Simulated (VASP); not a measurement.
Given:

```
GaSb
1.0
    0.00000     2.99717     2.99717
    2.99717     0.00000     2.99717
    2.99717     2.99717     0.00000
Ga Sb
1 1
Direct
  0.00000   0.00000   0.00000
  0.25000   0.25000   0.25000
```

Calculation: LDA (Ceperley-Alder, Perdew-Zunger), VASP's LDA PAW potentials (set 64) (plane waves; VASP). Settings: 520 eV cut-off, 8×8×8 Γ-centred mesh, Gaussian smearing of 0.050 eV, potentials Ga_d Sb.

Unless said otherwise, spin-orbit coupling is left out, though it shifts the bands of the heavy elements here.

Question: Estimate the energy per atom (σ→0), pressure, band gap (on the k-mesh) with the smallest direct gap where there is one.

Answer: 
```json
{
 "band gap (on the k-mesh)": "0.32 eV",
 "smallest direct gap (on the k-mesh)": "0.32 eV",
 "energy per atom (σ→0)": "-4.329 eV/atom",
 "pressure": "1.80 GPa"
}
```

Total energies compare only between runs with the same potentials, cut-off and functional.

The compound is GaSb in the zinc blende structure. This cell is one point of a volume scan, at 0.97 of the reference volume.
